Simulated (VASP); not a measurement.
Input:

```
CELL_PARAMETERS angstrom
      0.00000     3.35205     3.35205
      3.35205     0.00000     3.35205
      3.35205     3.35205     0.00000
ATOMIC_POSITIONS crystal
  Rb 0.00000 0.00000 0.00000
  Cl 0.50000 0.50000 0.50000
```

All values below come from PBE GGA, VASP's PBE PAW potentials (set 64) (plane waves; VASP). Settings: 400 eV cut-off, 7×7×7 Γ-centred mesh, Gaussian smearing of 0.010 eV, potentials Rb_sv Cl.

**Question.** Give the electronic dielectric tensor ε∞ (DFPT, local fields included).

**Answer.** 
```
2.28  0.00  0.00
0.00  2.28  0.00
0.00  0.00  2.28
```

**Question.** Give the Born effective charges.

**Answer.** 
```csv
atom,Z*xx,Z*yy,Z*zz,mean
Rb1,1.17,1.17,1.17,1.17
Cl2,-1.17,-1.17,-1.17,-1.17
```

**Question.** And the static tensor with the ions free?

**Answer.** 
```
5.70  0.00  0.00
0.00  5.70  0.00
0.00  0.00  5.70
```

**Question.** Which frequencies do the optical Γ-point modes have (no LO-TO splitting)?

**Answer.** 102 (×3) cm⁻¹.

The compound is RbCl in the rock salt structure. It was relaxed first, which changed the volume by +6 %.
